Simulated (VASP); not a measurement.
Consider the following.

```yaml
crystal:
  lattice:
    - [1.84091, -3.18854, 0.00000]
    - [1.84091, 3.18854, 0.00000]
    - [0.00000, 0.00000, 5.67961]
  atoms:
    - { symbol: Dy, position: [0.33333, 0.66667, 0.25000] }
    - { symbol: Dy, position: [0.66667, 0.33333, 0.75000] }
```

These are RPBE GGA, VASP's PBE PAW potentials (set 64) (plane waves; VASP) values and carry that method's errors. Numerical set-up: 520 eV cut-off, Gaussian smearing of 0.050 eV, potentials Dy_3.

The 4f electrons are frozen in the core of the lanthanide potential, so 4f levels, which can set the real gap, and their magnetism are missing.

Problem. Estimate the band gap (along the path) with the smallest direct gap where there is one.

Solution. 
```yaml
band gap (along the path): none (metal, semimetal or under 0.01 eV)
```

The compound is Dy in the hcp structure. It was relaxed first, which changed the volume by +6 %.
